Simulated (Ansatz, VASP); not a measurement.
**Sc in two plane-wave programs**

Wanted: the spread between two codes on one cell, functional and k mesh. The cell is taken from a series of VASP runs on this material, whose earlier steps may have relaxed, scaled or displaced it; both programs get it as it stands.

Calculated with Ansatz 0.2.0; plane waves, with VASP 6.6.1 beside it; single point at PBEsol.

## Step 1: Set-up

The structure is hexagonal, space group P6_3/mmc (No. 194). Conventional cell: a = 3.277 Å, b = 3.277 Å, c = 5.088 Å, α = 90.00°, β = 90.00°, γ = 120.00°. Nearest to Sc lie 12 Sc at 3.17 to 3.28 Å.

Coordinates:

```cif
data_structure
_symmetry_space_group_name_H-M 'P 1'
_symmetry_Int_Tables_number 1
_cell_length_a 3.2766
_cell_length_b 3.2766
_cell_length_c 5.0876
_cell_angle_alpha 90.000
_cell_angle_beta 90.000
_cell_angle_gamma 120.000
_cell_volume 47.30
loop_
_atom_site_label
_atom_site_type_symbol
_atom_site_fract_x
_atom_site_fract_y
_atom_site_fract_z
_atom_site_occupancy
Sc1 Sc 0.33333 0.66667 0.25000 1
Sc2 Sc 0.66667 0.33333 0.75000 1
```

## Step 2: VASP: single point, PBEsol

With cell and atoms fixed, the geometry can't cause a difference; cores, projectors, grids and the points listed under the comparison can.

Lines of VASP's logs that name or quote its potential files are left out, and so is its time.

INCAR

```
SYSTEM = Sc
PREC = Accurate
ENCUT = 400
EDIFF = 1E-06
NELM = 100
ISMEAR = -5
SIGMA = 0.2
LREAL = .FALSE.
ALGO = Normal
GGA = PS
NBANDS = 23
LASPH = .TRUE.
LORBIT = 11
LWAVE = .FALSE.
LCHARG = .FALSE.
KPAR = 2
NEDOS = 2001
```

POSCAR

```
Sc
1.0
    3.2765563120      0.0000000000      0.0000000000
   -1.6382781560      2.8375810031      0.0000000000
    0.0000000000      0.0000000000      5.0876115349
Sc
2
Direct
    0.3333333333      0.6666666667      0.2500000000
    0.6666666667      0.3333333333      0.7500000000
```

KPOINTS

```
Automatic mesh
0
Gamma
14 14 8
0 0 0
```

The projector-augmented-wave data sets are Sc_sv (PBE family, release 64).

On the command line:

```console
$ mpirun -np 2 vasp_std
```

Numbers of over 12 decimals in the logs are rounded to 6 here.

The log of the run:

```text
[banner, memory and clock lines left out]
running    2 mpi-ranks, on    1 nodes
 distrk:  each k-point on    1 cores,    2 groups
 distr:  one band on    1 cores,    1 groups

 POSCAR found type information on POSCAR Sc
 POSCAR found :  1 types and       2 ions
|                                                                             |
|               ----> ADVICE to this user running VASP <----                  |
|                                                                             |
|     You enforced a specific xc type in the INCAR file but a different       |
|     [... a line on the potential file left out ...]
|     I HOPE YOU KNOW WHAT YOU ARE DOING!                                     |
|                                                                             |

 LDA part: xc-table for (Slater+PW92), standard interpolation
 POSCAR, INCAR and KPOINTS ok, starting setup
 FFT: planning ... GRIDC
 FFT: planning ... GRID_SOFT
 FFT: planning ... GRID
 WAVECAR not read
 entering main loop
       N       E                     dE             d eps       ncg     rms          rms(c)
DAV:   1     0.256679014448E+03    0.25668E+03   -0.94645E+03  5592   0.844E+02
DAV:   2    -0.567689162770E+01   -0.26236E+03   -0.25750E+03  5576   0.366E+02
DAV:   3    -0.145574300299E+02   -0.88805E+01   -0.87072E+01  7966   0.853E+01
DAV:   4    -0.146966212916E+02   -0.13919E+00   -0.13911E+00  7867   0.104E+01
DAV:   5    -0.146978801285E+02   -0.12588E-02   -0.12591E-02  7962   0.102E+00    0.824E+00
DAV:   6    -0.133960971785E+02    0.13018E+01   -0.20222E+00  7656   0.147E+01    0.242E+00
DAV:   7    -0.132231305436E+02    0.17297E+00   -0.44669E-01  8013   0.639E+00    0.813E-01
DAV:   8    -0.132110842574E+02    0.12046E-01   -0.18699E-02  6309   0.141E+00    0.196E-01
DAV:   9    -0.132101981414E+02    0.88612E-03   -0.29591E-03  7698   0.566E-01    0.203E-02
DAV:  10    -0.132102097480E+02   -0.11607E-04   -0.95882E-05  7951   0.947E-02    0.824E-03
DAV:  11    -0.132102075685E+02    0.21795E-05   -0.65085E-06  7790   0.288E-02    0.251E-03
DAV:  12    -0.132102089345E+02   -0.13660E-05   -0.36861E-07  3411   0.814E-03    0.898E-04
DAV:  13    -0.132102086423E+02    0.29219E-06   -0.71259E-08  3145   0.395E-03
   1 F= -.13210209E+02 E0= -.13210209E+02  d E =0.000000E+00
|                                                                             |
|           W    W    AA    RRRRR   N    N  II  N    N   GGGG   !!!           |
|           W    W   A  A   R    R  NN   N  II  NN   N  G    G  !!!           |
|           W    W  A    A  R    R  N N  N  II  N N  N  G       !!!           |
|           W WW W  AAAAAA  RRRRR   N  N N  II  N  N N  G  GGG   !            |
|           WW  WW  A    A  R   R   N   NN  II  N   NN  G    G                |
|           W    W  A    A  R    R  N    N  II  N    N   GGGG   !!!           |
|                                                                             |
|     Tetrahedron method does not include variations of the Fermi             |
|     occupations, so forces and stress will be inaccurate. We suggest        |
|     using a different smearing scheme ISMEAR = 1 or 2 for metals in         |
|     relaxations.                                                            |
|                                                                             |
```

OUTCAR, selected parts (step 2):

```text
ion  position               nearest neighbor table
   1  0.333  0.667  0.250-   2 3.17   2 3.17   2 3.17   2 3.17   2 3.17   2 3.17
   2  0.667  0.333  0.750-   1 3.17   1 3.17   1 3.17   1 3.17   1 3.17   1 3.17

  LATTYP: Found a hexagonal cell.
 ALAT       =     3.2765563120
 C/A-ratio  =     1.5527312979

 Subroutine GETGRP returns: Found 24 space group operations
 (whereof 12 operations were pure point group operations)

The static configuration has the point symmetry D_3d.
 The point group associated with its full space group is D_6h.

 Found    120 irreducible k-points:

   k-points           NKPTS =    120   k-points in BZ     NKDIM =    120   number of bands    NBANDS=     23

   dimension x,y,z NGX =    24 NGY =   24 NGZ =   36
   dimension x,y,z NGXF=    48 NGYF=   48 NGZF=   72

   ENCUT  =  400.0 eV  29.40 Ry    5.42 a.u.   5.34  5.34  8.30*2*pi/ulx,y,z

   NELECT =      22.0000    total number of electrons

 k-points in reciprocal lattice and weights: Automatic mesh
   0.00000000  0.00000000  0.00000000       0.001
   0.07142857  0.00000000  0.00000000       0.004
   0.14285714 -0.00000000  0.00000000       0.004
   0.21428571 -0.00000000  0.00000000       0.004
   0.28571429  0.00000000  0.00000000       0.004
   0.35714286 -0.00000000  0.00000000       0.004
   0.42857143 -0.00000000  0.00000000       0.004
   0.50000000 -0.00000000  0.00000000       0.002
   0.07142857  0.07142857  0.00000000       0.004
[...]
0.28571429  0.28571429  0.50000000       0.004
   0.35714286  0.28571429  0.50000000       0.004

 average (electrostatic) potential at core
       1 -46.7246       2 -46.7246

 E-fermi :   3.8183

 k-point     1 :       0.0000    0.0000    0.0000
  band No.  band energies     occupation
    ...
      6     -23.7671      2.00000
      7     -23.7671      2.00000
      8     -23.7310      2.00000
      9      -1.3955      2.00000
     10       2.1187      2.00000
     11       4.5594      0.00000
     12       5.4481      0.00000
     13       5.4481      0.00000
     14       5.7472      0.00000
     15       5.9312      0.00000
    ...

 k-point     2 :       0.0714    0.0000    0.0000
  band No.  band energies     occupation
    ...
      6     -23.7827      2.00000
      7     -23.7689      2.00000
      8     -23.7347      2.00000
      9      -1.2801      2.00000
     10       2.2146      2.00000
     11       4.4444      0.00000
     12       5.2320      0.00000
     13       5.5334      0.00000
     14       5.8487      0.00000
     15       5.9121      0.00000
    ...

 k-point     3 :       0.1429   -0.0000    0.0000
  band No.  band energies     occupation
    ...
      6     -23.8257      2.00000
      7     -23.7742      2.00000
      8     -23.7458      2.00000
      9      -0.9424      2.00000
     10       2.4790      2.00000
     11       4.1643     -0.02578
     12       4.8493      0.00000
     13       5.6593      0.00000
     14       5.7830      0.00000
     15       5.9140      0.00000
    ...

  Total       -0.0094751     -0.0094751     -0.0672831      0.0000000      0.0000000      0.0000000
  in kB       -0.3209344     -0.3209344     -2.2789598      0.0000000      0.0000000      0.0000000
  external PRESSURE =      -0.9736096 kB  Pullay stress =       0.0000000 kB

  energy-cutoff  :      400.00
  volume of cell :       47.30
      direct lattice vectors                 reciprocal lattice vectors
     3.276556312  0.000000000  0.000000000     0.305198478  0.176206424  0.000000000
    -1.638278156  2.837581003  0.000000000     0.000000000  0.352412847  0.000000000
     0.000000000  0.000000000  5.087611535     0.000000000  0.000000000  0.196555887

 POSITION                                       TOTAL-FORCE (eV/Angst)
 -----------------------------------------------------------------------------------
     -0.00000      1.89172      1.27190         0.000000     -0.000000      0.000000
      1.63828      0.94586      3.81571        -0.000000      0.000000      0.000000
 -----------------------------------------------------------------------------------
    total drift:                               -0.000000      0.000000     -0.000000

  FREE ENERGIE OF THE ION-ELECTRON SYSTEM (eV)
  ---------------------------------------------------
  free  energy   TOTEN  =       -13.2102086423 eV

  energy  without entropy=      -13.2102086423  energy(sigma->0) =      -13.21020864

 total charge
# of ion       s       p       d       tot
------------------------------------------
    1        2.284   6.109   1.032   9.426
    2        2.284   6.109   1.032   9.426
--------------------------------------------------
tot          4.569  12.218   2.065  18.852

[... 3 further parts left out ...]
```

With tetrahedra the forces and stress of a metal are not exact derivatives of the energy.

## Step 3: Ansatz: single point, PBEsol

Ansatz runs on its default PAW (the set named soft_2) files.

The same cell, functional, mesh and smearing now go to Ansatz, which takes its cutoff from its data sets.

input.yaml

```yaml
crystal:
  lattice:
    - [3.276556312, 0.0, 0.0]
    - [-1.638278156, 2.8375810031, 0.0]
    - [0.0, 0.0, 5.0876115349]
  atoms:
    - { symbol: Sc, position: [0.3333333333, 0.6666666667, 0.25] }
    - { symbol: Sc, position: [0.6666666667, 0.3333333333, 0.75] }
hamiltonian:
  xc: pbesol
  pseudopotentials: { kind: paw }
kpoints:
  mp_grid: { grid: [14, 14, 8] }
scf:
  occupations: { method: tetrahedron }
output:
  forces: true
  stress: true
  write_density: true
  write_potential: true
  elf: true
  volumetric_format: npy
```

On the command line:

```console
$ ansatz run input.yaml --threads 2 --pin off --max-ram 4608MiB --backend cpu --events-out ev --progress --plain --runs-dir out
```

The log of the run:

```text
Warning: output.forces, output.stress, relax.cell or npt_langevin: where a Kohn–Sham band that disperses or a degenerate level is filled in part under the method tetrahedron, the forces or the stress that this run publishes need not agree with its energy (scf.occupations.method in the input reference, under Limitations); prefer a smearing scheme for the forces or the stress
Engine: ansatz 0.2.0, aarch64-unknown-linux-gnu
Pseudopotentials: kind: paw
Pseudopotential: Sc, paw, valence charge 11, recommended cutoff 420 eV (normal), Sc.paw.azcp
Functional definition: PBEsol
  exchange = pbesol_x
  correlation = pbesol_c
Crystal: 2 atoms, lattice volume = 47.302 Å³
Basis set: ecut = 420 eV, 953 PW (Γ), exchange–correlation on 48×48×72 points (8 copies of the dense FFT grid, shifted against one another)
Bands: 15, of which v1, the nominal top of the filled ones, is band 11 counted from 1 (10 counted from 0)
Symmetry: 24 space group operations
Space group: P63/mmc (ITA 194), of the structure as read, at distance tolerance 3.6e-5 Å
k-points: 120 of 1568
Non-local potential: Sc, projectors of the file, l = 0: 3, l = 1: 2, l = 2: 3, l = 3: 1
PAW form: soft (Blöchl's): semilocal exchange-correlation on the pseudo side does not see the compensation charge
PAW frozen core: Sc, regenerated for the run's functional, and the local potential with it (the file was generated under x = pbe(κ = 0.804, μ = 0.219515), c = pbe(β = 0.066725))
PAW one-centre angular grid: Sc, 590 points (default); XC on 64 Gauss nodes
Initial density: superposition of atomic densities (neutral atoms: chi_scale 0, normalization atom), corrected by the library's trained network
Initial wavefunctions: pseudopotential atomic-orbital guess
Functional: x = pbesol(κ = 0.804, μ = 0.123457), c = pbesol(β = 0.046)
SCF iter   1: F=—  HF=-4222.741543 eV  |F-HF|=—  |Δ(HF+E_count)|=         —  Δρ=4.52e-3  dr2=9.19e-3  ethr=1.77e-3  ⟨swp⟩=4.1  Hψ=7527  notcnv=0
preconditioner: auto → none  [metal: no gap  n_scr=8 (ndim 8)  ℏωp=13.2 eV  f_vac=0.000  sad-step TF]
SCF iter   2: F=—  HF=-4222.738418 eV  |F-HF|=—  |Δ(HF+E_count)|=   3.13e-3  Δρ=1.95e-3  dr2=1.88e-3  ethr=4.18e-5  ⟨swp⟩=2.8  Hψ=3995  notcnv=0  defer=20
SCF iter   3: F=—  HF=-4222.737956 eV  |F-HF|=—  |Δ(HF+E_count)|=   4.62e-4  Δρ=2.66e-4  dr2=2.19e-5  ethr=8.55e-6  ⟨swp⟩=2.5  Hψ=2984  notcnv=0  defer=20
SCF iter   4: F=—  HF=-4222.737937 eV  |F-HF|=—  |Δ(HF+E_count)|=   1.87e-5  Δρ=4.60e-5  dr2=7.59e-7  ethr=9.97e-8  ⟨swp⟩=2.1  Hψ=2612  notcnv=0  defer=20
SCF iter   5: F=-4222.737938 eV  HF=-4222.737938 eV  |F-HF|=5.79e-9  |Δ(HF+E_count)|=   3.59e-7  Δρ=7.67e-6  dr2=1.72e-8  ethr=4.55e-10  ⟨swp⟩=7.1  Hψ=9634  notcnv=0
SCF 1 converged in 5 iterations: F = -4222.737938 eV  dr2 = 1.72e-8
  greatest PAW one-centre occupation: 0.998 electrons in one spin orbital (limit 2), on the Sc atom at site 1 (counted from 0), in its partial waves of l = 0
SCF converged after 5 iterations
Stability not checked: this state was not tested for a lower state beside it, because cold or Methfessel-Paxton smearing, or corrected tetrahedra, fill the levels in a way that the test cannot read (fill_not_monotonic; see scf.lower_state_search)
Free energy (F): -4222.737938 eV
Harris-Foulkes:  -4222.737938 eV  (|F-HF|=5.79e-9)
Internal energy: -4222.737959 eV  (E = F + TS)
E sigma→0 (E₀):  -4222.737938 eV
Entropy (-TS):   0.000022 eV (0.011 meV/atom)
Fermi energy:    9.628073 eV
--- Per-component energies (eV) ---
  E_band       = -325.466951
  E_kinetic    = 521.278336
  E_local      = -1653.488284  (includes V_loc(G=0)·N_el)
  E_nonlocal   = 168.993713
  E_hartree    = 563.182325
  E_xc         = -206.281658
  E_vxc        = -256.568983  (∫ρ·V_xc dr)
  E_paw        = -1864.196488  (= ΣΔE_a)
  E_vpaw       = -232.049954  (= ΣTr[D̂ρ^β])
  E_aug_tail   = 0.000019  (compensation charges beyond the density's cutoff)
  E_ewald      = -1752.483973
  E_core_change = 0.258050  (= ΣΔE_core)
  E_smearing   = 0.000022  (= −TS)
  E_closure    = -0.000000  (closes the sum)
  Σ components = -4222.737938   (vs F -4222.737938, Δ=0.00e0)
--- Forces (eV/Å), atoms counted from 1 ---
  atom   1  Sc     0.00000000     0.00000000     0.00000000
  atom   2  Sc     0.00000000    -0.00000000     0.00000000
  max |Σ_I F_I| component: 1.85e-17 eV/Å
--- Stress (GPa, compression-positive) ---
       -0.002715      -0.000000       0.000000
       -0.000000      -0.002715       0.000000
        0.000000       0.000000      -0.190349
  P = ⅓ Tr σ = -0.0653 GPa (-0.653 kbar)
--- Band table (eV; the first three rows and the last of 120) ---
  k-point 0: bands = [... 7 lower, -17.9184, 4.4224, 7.9327, 10.3641, 11.2619, 11.2619, 11.5611, 11.7450]
  k-point 1: bands = [... 7 lower, -17.9387, 4.5329, 7.7974, 10.3000, 11.2013, 11.2013, 11.4853, 11.6731]
  k-point 2: bands = [... 7 lower, -17.9662, 4.8565, 7.3766, 10.2523, 11.1170, 11.1170, 11.2728, 11.5022]
  k-point 119: bands = [... 7 lower, -18.0045, 9.0398, 9.0398, 9.6244, 9.6244, 9.9260, 9.9260, 12.1091]
```

Wall time 2.3 s (2 threads of Arm Neoverse V2, shared host); peak memory 0.35 GiB.

The run ends at a pressure of -0.07 GPa.

## Step 4: Side by side

Known differences besides the potentials themselves: the cutoff is 420 eV in Ansatz and 400 eV in VASP; Ansatz makes its cores anew for this functional, VASP keeps those of its PBE data sets. Total energies have different zeros and are not compared.

Both answers:

```
      quantity  Ansatz   VASP  difference
pressure (GPa)   -0.07  -0.10       +0.03
```

Ansatz's pressure holds a Pulay correction of 0.01 GPa; VASP's holds none.

## Step 5: Further runs

Further runs change the set-up of one program: Ansatz's method, potentials or start, or VASP's data sets, cutoff or form of LDA. The table gives Ansatz less VASP for each quantity, since a change that brings one quantity closer may part another.

```
                              run  pressure (GPa)
                         as above           0.032
Ansatz's all-electron LAPW method           0.035
```

## Step 6: What came out

```yaml
difference_in_pressure_single_point_pbesol: 0.032 GPa
```

The difference in pressure is 0.032 GPa (single point, PBEsol), within the 1 GPa picked in this series as the mark of a large difference. For single point, PBEsol, no further run moves any of the tabulated differences by more than a quarter of its size. Such differences can come from data sets, numerical settings and the points named under the comparisons, not from the functional's error against experiment.

[Lines on the potential files, build, host, timing and source positions are cut from VASP's logs without a mark.]

[Logs are printed without paths, hosts, clocks, repeated set-up lines and the standing remarks that a program may print on its own settings, such as how far it seeks lower states.]

[Hosts, paths, dates, database ids (printed as entryN), source tags and the programs' standing remarks are cut or masked in the printed files.]
